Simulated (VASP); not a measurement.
Wanted: the native input for a VASP 6.6.1 run.

```
Task                   : single point
Functional             : PBE
Potentials or basis    : VASP PAW PBE potentials, release 64 (Si, F)
Cutoff                 : 520 eV
k mesh                 : 6 × 6 × 2
Occupations            : gaussian, width 0.1 eV
Spin                   : no spin polarisation
Dipole correction      : no
Further INCAR settings : ALGO = Fast; EDIFF = 1e-06; NBANDS = 32
```

The structure of SiF lies in POSCAR:

```
SiF
1.0
    3.1326857900      0.0000000000      0.0000000000
   -1.5663429000      2.7129854800      0.0000000000
    0.0000000000      0.0000000000     10.3227612300
Si F
4 4
Direct
    0.6666666700      0.3333333300      0.1250000000
    0.6666666700      0.3333333300      0.3750000000
    0.3333333300      0.6666666700      0.6250000000
    0.3333333300      0.6666666700      0.8750000000
    0.0000000000      0.0000000000      0.0000000000
    0.3333333300      0.6666666700      0.2500000000
    0.0000000000      0.0000000000      0.5000000000
    0.6666666700      0.3333333300      0.7500000000
```

The cell was built by a generator and needn't be a form met in nature.

The input as run:

INCAR

```
ALGO = Fast
EDIFF = 1E-6
ENCUT = 520
GGA = PE
ISIF = 2
ISMEAR = 0
LASPH = True
LCHARG = False
LREAL = False
LWAVE = False
NBANDS = 32
NELM = 100
PREC = Accurate
SIGMA = 0.1
```

KPOINTS

```
k-points
0
Gamma
  6 6 2
```

Potentials or basis: VASP PAW PBE potentials, release 64 (Si, F).

Launch:

```sh
$ cat potpaw_PBE.64/Si/POTCAR potpaw_PBE.64/F/POTCAR > POTCAR
$ mpirun -np 1 vasp_std > vasp.out
```

Results of the run:

```json
{"Pressure": "55.2 GPa", "Largest force": "0.017 eV/Å", "Band gap on the k mesh": "none (metal or under the smearing width)"}
```

Caveat: the k mesh is coarse (spacing up to 0.39 Å⁻¹), so the values aren't converged; a pressure of tens of GPa on the cell as given is suspect, and the run, the potentials or the cell itself is likely at fault.

Wall time 15 s on 1 thread of Intel(R) Xeon(R) 6975P-C (Granite Rapids) (shared host), peak memory 0.2 GiB.
